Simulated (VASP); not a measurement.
Input for VASP

### INCAR
```
SYSTEM = AsPt
PREC = Accurate
ENCUT = 400
EDIFF = 1E-6
NELM = 100
ALGO = Normal
LREAL = .FALSE.
LASPH = .TRUE.
ISMEAR = 0
SIGMA = 0.05
GGA = PE
LMAXMIX = 6
LWAVE = .FALSE.
LCHARG = .FALSE.
ISIF = 2
```

KPOINTS:
```
k-points along high-symmetry lines
5
Line-mode
Reciprocal
  0.000000   0.000000   0.000000 ! GAMMA
  0.500000   0.000000   0.000000 ! M

  0.500000   0.000000   0.000000 ! M
  0.333333   0.333333   0.000000 ! K

  0.333333   0.333333   0.000000 ! K
  0.000000   0.000000   0.000000 ! GAMMA

  0.000000   0.000000   0.000000 ! GAMMA
  0.000000   0.000000   0.500000 ! A

  0.000000   0.000000   0.500000 ! A
  0.500000   0.000000   0.500000 ! L

  0.500000   0.000000   0.500000 ! L
  0.333333   0.333333   0.500000 ! H

  0.333333   0.333333   0.500000 ! H
  0.000000   0.000000   0.500000 ! A

  0.500000   0.000000   0.500000 ! L
  0.500000   0.000000   0.000000 ! M

  0.333333   0.333333   0.500000 ! H
  0.333333   0.333333   0.000000 ! K
```

File POSCAR:
```
AsPt
1
    3.4639990000     0.0000000000     0.0000000000
   -1.7320000000     2.9999110000     0.0000000000
    0.0000000000     0.0000000000     3.3806920000
Pt As
1 1
Direct
  0.0000000000   0.0000000000   0.0000000000
  0.6666670000   0.3333330000   0.5000000000
```

POTCAR, in this order: Pt As (PBE.64 set). Program: vasp_std.

What VASP printed:

standard output:
```
 POSCAR found type information on POSCAR PtAs
 POSCAR found :  2 types and       2 ions
 Reading from existing POTCAR
 Reading from existing POTCAR
 LDA part: xc-table for (Slater+PW92), standard interpolation
 POSCAR, INCAR and KPOINTS ok, starting setup
 WAVECAR not read
 entering main loop
       N       E                     dE             d eps       ncg     rms          rms(c)
DAV:   1     0.486334453625E+02    0.48633E+02   -0.59310E+03  1118   0.932E+02
DAV:   2    -0.922693222608E+01   -0.57860E+02   -0.53749E+02  1117   0.191E+02
DAV:   3    -0.109065434590E+02   -0.16796E+01   -0.16429E+01  1149   0.313E+01
DAV:   4    -0.109190993530E+02   -0.12556E-01   -0.12551E-01  1053   0.306E+00
DAV:   5    -0.109192237172E+02   -0.12436E-03   -0.12436E-03  1128   0.316E-01    0.926E+00
DAV:   6    -0.107319940406E+02    0.18723E+00   -0.94416E-01  1026   0.945E+00    0.560E+00
DAV:   7    -0.107037448748E+02    0.28249E-01   -0.10049E-01  1011   0.325E+00    0.322E+00
DAV:   8    -0.106983726695E+02    0.53722E-02   -0.13992E-02  1119   0.103E+00    0.200E-01
DAV:   9    -0.106981748236E+02    0.19785E-03   -0.31665E-03  1014   0.489E-01    0.953E-02
DAV:  10    -0.106980188340E+02    0.15599E-03   -0.70016E-04  1023   0.271E-01    0.177E-02
DAV:  11    -0.106980228406E+02   -0.40066E-05   -0.17989E-05  1116   0.349E-02    0.564E-03
DAV:  12    -0.106980224546E+02    0.38591E-06   -0.45406E-07   594   0.555E-03
   1 F= -.10698022E+02 E0= -.10697275E+02  d E =-.149396E-02
```

### OUTCAR
```
------------------------ aborting loop because EDIFF is reached ----------------------------------------
  FORCE on cell =-STRESS in cart. coord.  units (eV):
  Direction    XX          YY          ZZ          XY          YZ          ZX
  --------------------------------------------------------------------------------------
  Total        0.3709097      0.3709097      1.6408156     -0.0000001     -0.0000000      0.0000000
  in kB       16.9155858     16.9155843     74.8304959     -0.0000028     -0.0000000      0.0000000
  external PRESSURE =      36.2205553 kB  Pullay stress =       0.0000000 kB
  volume of cell :       35.13
      direct lattice vectors                 reciprocal lattice vectors
     3.463999000  0.000000000  0.000000000     0.288683686  0.166671659  0.000000000
    -1.732000000  2.999911000  0.000000000     0.000000000  0.333343223  0.000000000
     0.000000000  0.000000000  3.380692000     0.000000000  0.000000000  0.295797428
 POSITION                                       TOTAL-FORCE (eV/Angst)
 -----------------------------------------------------------------------------------
      0.00000      0.00000      0.00000         0.000000     -0.000000      0.000000
      1.73200      0.99997      1.69035        -0.000000      0.000000      0.000000
 -----------------------------------------------------------------------------------
    total drift:                               -0.000250      0.000143      0.000000
  FREE ENERGIE OF THE ION-ELECTRON SYSTEM (eV)
  ---------------------------------------------------
  free  energy   TOTEN  =       -10.6980224546 eV

  energy  without entropy=      -10.6965284928  energy(sigma->0) =      -10.69727547
```
(Selected blocks of OUTCAR.)

Q: The run ends quietly. Is anything wrong with it?

A: The cause: a line-mode KPOINTS file was used for a self-consistent run. The run ends without an error. Against the sound run, the energy per atom (σ→0) rises by 0.005 eV/atom; the pressure falls by 2.08 GPa. To mend it, correct KPOINTS.
**KPOINTS**
```
Automatic mesh
0
Gamma
7 7 6
0 0 0
```
The mended run (PBE GGA, plane waves, VASP's PBE PAW potentials (set 64)) converges, and its OSZICAR ends with
```
   1 F= -.10708010E+02 E0= -.10707459E+02  d E =-.110142E-02
```

The structure was generated: AsPt was put into the WC type (P-6m2), which need not be its known phase. The cell was not relaxed at this level. The electron count is odd and the run is not spin-polarised, which forces a metal.
